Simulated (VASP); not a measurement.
Data:

```
CELL_PARAMETERS angstrom
      4.57169     0.00000     0.00000
     -2.28584     3.95920     0.00000
      0.00000     0.00000     2.62827
ATOMIC_POSITIONS crystal
  Mo 0.00000 0.00000 0.00000
  Ge 0.33333 0.66667 0.50000
  Ge 0.66667 0.33333 0.50000
```

Computed with r2SCAN meta-GGA, VASP's PBE PAW potentials (set 64) (plane waves; VASP). Settings: 400 eV cut-off, 9×9×13 Γ-centred mesh, tetrahedra with Blöchl corrections, potentials Mo_sv Ge_d.

The cores are frozen, which limits the accuracy of field gradients.

**Question.** Give the principal components of the electric field gradient (V/Å²) and the asymmetry η at each nucleus.

**Answer.** 
```json
[
 {"atom": "Mo1", "Vxx": "10.8", "Vyy": "10.8", "Vzz": "-21.6", "η": "0.00"},
 {"atom": "Ge2", "Vxx": "-10.7", "Vyy": "-10.7", "Vzz": "21.3", "η": "0.00"},
 {"atom": "Ge3", "Vxx": "-10.7", "Vyy": "-10.7", "Vzz": "21.3", "η": "0.00"}
]
```

The structure was generated: Ge2Mo was put into the AlB2 type (P6/mmm), which need not be its known phase. It was relaxed first, which changed the volume by -44 %.
